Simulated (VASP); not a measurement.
VASP ran on this input.

POSCAR:
```
PbO
1
    3.9800000000     0.0000000000     0.0000000000
    0.0000000000     3.9800000000     0.0000000000
    0.0000000000     0.0000000000     5.0200000000
Pb O
2 2
Direct
  0.5000000000   0.0000000000   0.7650000000
  0.0000000000   0.5000000000   0.2350000000
  0.5000000000   0.5000000000   0.0000000000
  0.0000000000   0.0000000000   0.0000000000
```

**INCAR**
```
SYSTEM = PbO
PREC = Accurate
ENCUT = 520
EDIFF = 1E-6
NELM = 100
ALGO = Normal
LREAL = .FALSE.
LASPH = .TRUE.
ISMEAR = 2
SIGMA = 0.3
GGA = PE
LMAXMIX = 4
LWAVE = .FALSE.
LCHARG = .FALSE.
ISIF = 2
```

KPOINTS:
```
Automatic mesh
0
Gamma
4 4 4
0 0 0
```

POTCAR, in this order: Pb_d O (PBE.64 set). Program: vasp_std.

**Question.** What happens when VASP runs on this input?

**Answer.** There is a fault: Methfessel-Paxton smearing was used on a material with a gap. The run ends without an error. Against the sound run, the energy per atom (σ→0) is nearly the same; the pressure falls by 0.01 GPa; the largest force goes up by 0.007 eV/Å; the band gap hardly moves.

**standard output**
```
 POSCAR found type information on POSCAR PbO
 POSCAR found :  2 types and       4 ions
 Reading from existing POTCAR
 Reading from existing POTCAR
 LDA part: xc-table for (Slater+PW92), standard interpolation
 POSCAR, INCAR and KPOINTS ok, starting setup
 WAVECAR not read
 entering main loop
       N       E                     dE             d eps       ncg     rms          rms(c)
DAV:   1     0.460914075744E+03    0.46091E+03   -0.20380E+04   864   0.199E+03
DAV:   2     0.354145699908E+02   -0.42550E+03   -0.41894E+03   928   0.500E+02
DAV:   3    -0.239940707560E+02   -0.59409E+02   -0.57622E+02  1160   0.196E+02
DAV:   4    -0.259720755941E+02   -0.19780E+01   -0.19767E+01   952   0.403E+01
DAV:   5    -0.260467997323E+02   -0.74724E-01   -0.74717E-01  1216   0.750E+00    0.124E+01
DAV:   6    -0.215787214727E+02    0.44681E+01   -0.34761E+01  1376   0.463E+01    0.526E+00
DAV:   7    -0.214339123950E+02    0.14481E+00   -0.31198E+00  1088   0.136E+01    0.255E+00
DAV:   8    -0.214463414282E+02   -0.12429E-01   -0.87190E-01  1232   0.693E+00    0.133E+00
DAV:   9    -0.214094938342E+02    0.36848E-01   -0.21716E-01  1320   0.405E+00    0.244E-01
DAV:  10    -0.214120461160E+02   -0.25523E-02   -0.19062E-02  1072   0.922E-01    0.983E-02
DAV:  11    -0.214119754456E+02    0.70670E-04   -0.36061E-03  1408   0.507E-01    0.666E-02
DAV:  12    -0.214119562917E+02    0.19154E-04   -0.28737E-04  1104   0.170E-01    0.529E-02
DAV:  13    -0.214119253433E+02    0.30948E-04   -0.26929E-04  1416   0.142E-01    0.855E-03
DAV:  14    -0.214119240880E+02    0.12553E-05   -0.35355E-05  1200   0.505E-02    0.447E-03
DAV:  15    -0.214119239168E+02    0.17114E-06   -0.30631E-06   776   0.202E-02
   1 F= -.21411924E+02 E0= -.21412485E+02  d E =0.224562E-02
```

### OUTCAR
```
------------------------ aborting loop because EDIFF is reached ----------------------------------------
  FORCE on cell =-STRESS in cart. coord.  units (eV):
  Direction    XX          YY          ZZ          XY          YZ          ZX
  --------------------------------------------------------------------------------------
  Total        2.4834531      2.4834531      2.0910425      0.0000000      0.0000000      0.0000000
  in kB       50.0376245     50.0376245     42.1311758      0.0000000      0.0000000      0.0000000
  external PRESSURE =      47.4021416 kB  Pullay stress =       0.0000000 kB
  volume of cell :       79.52
      direct lattice vectors                 reciprocal lattice vectors
     3.980000000  0.000000000  0.000000000     0.251256281  0.000000000  0.000000000
     0.000000000  3.980000000  0.000000000     0.000000000  0.251256281  0.000000000
     0.000000000  0.000000000  5.020000000     0.000000000  0.000000000  0.199203187
 POSITION                                       TOTAL-FORCE (eV/Angst)
 -----------------------------------------------------------------------------------
      1.99000      0.00000      3.84030         0.000000     -0.000000     -0.479473
      0.00000      1.99000      1.17970        -0.000000      0.000000      0.479473
      1.99000      1.99000      0.00000         0.000000      0.000000      0.000000
      0.00000      0.00000      0.00000         0.000000     -0.000000      0.000000
 -----------------------------------------------------------------------------------
    total drift:                                0.000000      0.000000      0.000000
  FREE ENERGIE OF THE ION-ELECTRON SYSTEM (eV)
  ---------------------------------------------------
  free  energy   TOTEN  =       -21.4119239168 eV

  energy  without entropy=      -21.4141695345  energy(sigma->0) =      -21.41248532
```
(Selected blocks of OUTCAR.)

To mend it, set ISMEAR = 0, set SIGMA = 0.05.

The mended run (PBE GGA, plane waves, VASP's PBE PAW potentials (set 64)) converges, and its OSZICAR ends with
```
   1 F= -.21412174E+02 E0= -.21412174E+02  d E =-.168844E-12
```

The compound is PbO in the litharge structure. The cell was not relaxed at this level.
